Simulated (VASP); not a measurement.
Input of a VASP 6.6.1 run:

Contents of INCAR:

```
ALGO = Fast
EDIFF = 1E-6
ENCUT = 520
GGA = PE
ISIF = 2
ISMEAR = 1
LASPH = T
LCHARG = T
LELF = T
LREAL = F
LVHAR = T
LWAVE = F
NBANDS = 42
NELM = 100
PREC = Accurate
SIGMA = 0.0334
```

KPOINTS

```
k-points
0
Gamma
  5 5 5
```

Contents of POSCAR:

```
NiPtS2
1.0
    2.9435474100      4.7168617000      0.0000000000
    2.9435474100     -4.7168617000      0.0000000000
    0.0000000000      0.0000000000     -4.8811047000
S Pt Ni
4 2 2
Direct
    0.3300000000      0.1700000000      0.7500000000
    0.6700000000      0.8300000000      0.2500000000
    0.1700000000      0.3300000000      0.2500000000
    0.8300000000      0.6700000000      0.7500000000
    0.3450000000      0.6550000000      0.7500000000
    0.6550000000      0.3450000000      0.2500000000
    0.0000000000      0.0000000000      0.0000000000
    0.0000000000      0.0000000000      0.5000000000
```

Potentials or basis: VASP PAW PBE potentials, release 64 (S, Pt, Ni).

The run is started by

```sh
$ cat potpaw_PBE.64/S/POTCAR potpaw_PBE.64/Pt/POTCAR potpaw_PBE.64/Ni/POTCAR > POTCAR
$ mpirun -np 1 vasp_std > vasp.out
```

**Question.** Estimate the largest force.

**Answer.** 3.191 eV/Å.

**Question.** What does it give for the pressure?

**Answer.** 9.1 GPa.

**Question.** Estimate the band gap on the k mesh.

**Answer.** None (metal or under the smearing width).

Forces in eV/Å, atoms in the order of the input:
```
S    2.628  1.809  0.000
S   -2.628 -1.809  0.000
S    2.628 -1.809  0.000
S   -2.628  1.809  0.000
Pt   0.000  0.394  0.000
Pt   0.000 -0.394  0.000
Ni   0.000  0.000  0.000
Ni   0.000  0.000  0.000
```

Caveat: the run has no spin polarisation, though such a crystal can be magnetic; forces of over 1 eV/Å show positions far from the minimum, so gaps and moduli don't describe the material at rest. Spin polarisation is off, so any magnetic state and its effect on volume and gap are missing.
